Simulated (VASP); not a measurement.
# CsAs (Pm-3m) in VASP: notebook

Runs on CsAs. Level: PBE. Tasks: single point.

Everything below comes from runs of VASP 6.6.1. Logs are shortened: lines on timing, memory, paths and dates and some standing lists are left out, and cuts for length are marked.

## 1. The undisturbed crystal

Symmetry: Pm-3m, No. 221, cubic system. Conventional cell: a = 4.295 Å, b = 4.295 Å, c = 4.295 Å, α = 90.00°, β = 90.00°, γ = 90.00°. Cs (site symmetry m-3m) is surrounded by 8 As at 3.72 Å. Around As (site symmetry m-3m) lie 8 Cs at 3.72 Å.

The cell was built by a generator and needn't be a form met in nature.

## 2. Single point, PBE, 38.03 Å³/atom (strain = -0.04)

Input file INCAR:

```
ALGO = Fast
EDIFF = 1E-6
ENCUT = 520
GGA = PE
ISIF = 2
ISMEAR = -1
LASPH = T
LCHARG = F
LREAL = F
LWAVE = F
NELM = 60
PREC = Accurate
SIGMA = 0.05
```

Input file KPOINTS:

```
k-points
0
Gamma
  6 6 6
```

Input file POSCAR:

```
CsAs
1.0
    4.1231424000      0.0000000000      0.0000000000
    0.0000000000      4.2949400000      0.0000000000
    0.0000000000      0.0000000000      4.2949400000
Cs As
1 1
Direct
    0.0000000000      0.0000000000      0.0000000000
    0.5000000000      0.5000000000      0.5000000000
```

Potentials or basis: VASP PAW PBE potentials, release 64 (Cs_sv, As).

Started as:

```console
> cat potpaw_PBE.64/Cs_sv/POTCAR potpaw_PBE.64/As/POTCAR > POTCAR
> mpirun -np 1 vasp_std > vasp.out
```

OUTCAR:

```text
EDIFF = 1E-6
   ENCUT = 520
   GGA = PE
   ISIF = 2
   ISMEAR = -1
   LASPH = T
   LREAL = F
   NELM = 60
   PREC = Accurate

 ion  position               nearest neighbor table
   1  0.000  0.000  0.000-
   2  0.500  0.500  0.500-

  LATTYP: Found a simple tetragonal cell.
 ALAT       =     4.2949400000
 C/A-ratio  =     0.9600000000

  Lattice vectors:

 A1 = (   0.0000000000,   4.2949400000,   0.0000000000)
 A2 = (   0.0000000000,   0.0000000000,   4.2949400000)
 A3 = (   4.1231424000,   0.0000000000,   0.0000000000)

Analysis of symmetry for initial positions (statically):
=====================================================================
 Subroutine PRICEL returns:
 Original cell was already a primitive cell.

 Routine SETGRP: Setting up the symmetry group for a
 simple tetragonal supercell.

 Subroutine GETGRP returns: Found 16 space group operations
 (whereof 16 operations were pure point group operations)
 out of a pool of 16 trial point group operations.

The static configuration has the point symmetry D_4h.

Analysis of symmetry for dynamics (positions and initial velocities):
=====================================================================
 Subroutine PRICEL returns:
 Original cell was already a primitive cell.

 Routine SETGRP: Setting up the symmetry group for a
 simple tetragonal supercell.

 Subroutine GETGRP returns: Found 16 space group operations
 (whereof 16 operations were pure point group operations)
 out of a pool of 16 trial point group operations.

The dynamic configuration has the point symmetry D_4h.

 Subroutine INISYM returns: Found 16 space group operations
 (whereof 16 operations are pure point group operations),
 and found     1 'primitive' translations

----------------------------------------------------------------------------------------

                                     Primitive cell

  volume of cell :      76.0576

  direct lattice vectors                    reciprocal lattice vectors
     4.123142400  0.000000000  0.000000000     0.242533462  0.000000000  0.000000000
     0.000000000  4.294940000  0.000000000     0.000000000  0.232832123  0.000000000
     0.000000000  0.000000000  4.294940000     0.000000000  0.000000000  0.232832123

  length of vectors
     4.123142400  4.294940000  4.294940000     0.242533462  0.232832123  0.232832123

[... 87 lines left out ...]
   ISYM   =      2    0-nonsym 1-usesym 2-fastsym
   POTIM  = 0.5000    time-step for ionic-motion
   TEBEG  =    0.0;   TEEND  =   0.0 temperature during run
   PSTRESS=    0.0 pullay stress
   NELECT =      14.0000    total number of electrons
   NUPDOWN=      -1.0000    fix difference up-down
   EMIN   =  10.00;   EMAX   =-10.00  energy-range for DOS
   EFERMI =   0.00;   METHOD = LEGACY
   ISMEAR =    -1;   SIGMA  =   0.05  broadening in eV -4-tet -1-fermi 0-gaus
   EFERMI_NEDOS =   21; number of points for ismear=-14 and -15
   IALGO  =     68    algorithm
   IMIX   =      4    mixing-type and parameters
     AMIX     =   0.40;   BMIX     =  1.00
     AMIX_MAG =   1.60;   BMIX_MAG =  1.00
  volume/ion in A,a.u.               =      38.03       256.63
  Fermi-wavevector in a.u.,A,eV,Ry     =   0.931258  1.759822 11.799535  0.867241
  Thomas-Fermi vector in A             =   2.057732
   LORBIT       =      0    0 simple, 1 ext, 2 COOP (PROOUT), +10 PAW based schemes
   GGA     = PE    functional components
   LHFCALC =     F    Hartree Fock is set to
   AEXX    =    0.0000 exact exchange contribution
   IVDW    =     0    specifies the selected vdW correction
   LEPSILON=     F    determine dielectric tensor
   LRPA    =     F    only Hartree local field effects (RPA)
 non-spin polarized calculation
 RMM-DIIS sequential band-by-band and
  energy-cutoff  :      520.00
  volume of cell :       76.06
 maximum number of plane-waves:      2088
 NGX is ok and might be reduce to    32
   NGX = 15   NGY = 15   NGZ = 15

 number of electron      14.0000004 magnetization

 Free energy of the ion-electron system (eV)
  ---------------------------------------------------
  ext. energy  EPLUGINS =         0.00000000
  ---------------------------------------------------
  free energy    TOTEN  =        -4.90541148 eV

  energy without entropy =       -4.87428127  energy(sigma->0) =       -4.88984637

 E-fermi :   1.6036     XC(G=0):  -8.4396

 val. band max:        1.6007818144   @ k =   0.3333   0.1667   0.0000
 cond. band min:       1.6057270252   @ k =   0.1667   0.1667   0.1667
 fundamental gap:      0.0049452108
 Fermi energy:         1.6036476115

 k-point     1 :       0.0000    0.0000    0.0000
  band No.  band energies     occupation
      1     -19.6115      2.00000
      2      -8.0038      2.00000
      3      -6.2552      2.00000
      4      -6.2552      2.00000
      5      -6.1332      2.00000
      6       2.1801      0.00002
      7       2.1801      0.00002
      8       2.3775      0.00000
      9       4.4798      0.00000
     10       4.6073      0.00000
     11       5.5168      0.00000
[... 309 lines left out ...]
 k-point    24 :       0.5000    0.3333    0.1667
  band No.  band energies     occupation
      1     -19.4836      2.00000
      2      -7.8640      2.00000
      3      -6.6390      2.00000
      4      -6.6307      2.00000
      5      -6.2272      2.00000
      6       0.5197      2.00000
      7       0.8979      2.00000
      8       1.7123      0.20445
      9       5.9268      0.00000
     10       6.5780      0.00000
     11       7.2833      0.00000

 [... further k-points ...]

------------------------ aborting loop because EDIFF is reached ----------------------------------------

  FORCE on cell =-STRESS in cart. coord.  units (eV):
  Direction    XX          YY          ZZ          XY          YZ          ZX
  --------------------------------------------------------------------------------------
  -------------------------------------------------------------------------------------
  Total        0.0276206      0.4335030      0.4335030      0.0000000      0.0000000      0.0000000
  in kB        0.5818358      9.1318791      9.1318791      0.0000000      0.0000000      0.0000000
  external PRESSURE =       6.2818646 kB  Pullay stress =       0.0000000 kB

 VOLUME and BASIS-vectors are now :
 -----------------------------------------------------------------------------
  energy-cutoff  :      520.00
  volume of cell :       76.06
      direct lattice vectors                 reciprocal lattice vectors
     4.123142400  0.000000000  0.000000000     0.242533462  0.000000000  0.000000000
     0.000000000  4.294940000  0.000000000     0.000000000  0.232832123  0.000000000
     0.000000000  0.000000000  4.294940000     0.000000000  0.000000000  0.232832123

 POSITION                                       TOTAL-FORCE (eV/Angst)
 -----------------------------------------------------------------------------------
      0.00000      0.00000      0.00000         0.000000      0.000000      0.000000
      2.06157      2.14747      2.14747         0.000000      0.000000      0.000000
 -----------------------------------------------------------------------------------
    total drift:                                0.000000      0.000000     -0.000000

  FREE ENERGIE OF THE ION-ELECTRON SYSTEM (eV)
  ---------------------------------------------------
  free  energy   TOTEN  =        -4.9054114828 eV

  energy  without entropy=       -4.8742812653  energy(sigma->0) =       -4.88984637
```

OSZICAR:

```text
N       E                     dE             d eps       ncg     rms          rms(c)
DAV:   1     0.686389014848E+02    0.68639E+02   -0.57668E+03   880   0.107E+03
DAV:   2     0.310525051134E-01   -0.68608E+02   -0.66021E+02  1227   0.157E+02
DAV:   3    -0.490815630047E+01   -0.49392E+01   -0.48996E+01  1094   0.456E+01
DAV:   4    -0.495962418790E+01   -0.51468E-01   -0.51402E-01  1042   0.544E+00
DAV:   5    -0.496000714782E+01   -0.38296E-03   -0.38287E-03  1039   0.466E-01    0.906E-01
RMM:   6    -0.491392914222E+01    0.46078E-01   -0.54542E-02   901   0.104E+00    0.515E-01
RMM:   7    -0.490484261298E+01    0.90865E-02   -0.89776E-02  1054   0.126E+00    0.212E-01
RMM:   8    -0.490529913650E+01   -0.45652E-03   -0.52578E-03  1006   0.465E-01    0.576E-02
RMM:   9    -0.490538178538E+01   -0.82649E-04   -0.10703E-03  1060   0.216E-01    0.384E-02
RMM:  10    -0.490540618968E+01   -0.24404E-04   -0.19813E-04  1091   0.794E-02    0.116E-02
RMM:  11    -0.490541108366E+01   -0.48940E-05   -0.38687E-05  1073   0.365E-02    0.250E-03
RMM:  12    -0.490541148279E+01   -0.39914E-06   -0.86637E-06   919   0.156E-02
   1 F= -.49054115E+01 E0= -.48898464E+01  d E =-.311302E-01
```

It took 28 s on 1 thread of Intel Xeon Platinum 8375C at 2.90GHz (Ice Lake), shared host; peak memory 0.19 GiB.

What came out:

* Free energy: -4.9054 eV
* Pressure: 0.6 GPa
* Band gap on the k mesh: none (metal or under the smearing width)

## 3. Single point, PBE, 38.82 Å³/atom (strain = -0.02)

INCAR is that of step 2.

KPOINTS is that of step 2.

POSCAR, as its differences from that of step 2:

```diff
@@ -2,3 +2,3 @@
 1.0
-    4.1231424000      0.0000000000      0.0000000000
+    4.2090412000      0.0000000000      0.0000000000
     0.0000000000      4.2949400000      0.0000000000
```

Potentials or basis: VASP PAW PBE potentials, release 64 (Cs_sv, As).

Started as:

```console
> cat potpaw_PBE.64/Cs_sv/POTCAR potpaw_PBE.64/As/POTCAR > POTCAR
> mpirun -np 1 vasp_std > vasp.out
```

It took 39 s on 1 thread of Intel Xeon Platinum 8375C at 2.90GHz (Ice Lake), shared host; peak memory 0.19 GiB.

The run converged. Its results:

| Item | Value |
| --- | --- |
| Free energy | -4.9060 eV |
| Pressure | 0.3 GPa |
| Band gap on the k mesh | none (metal or under the smearing width) |
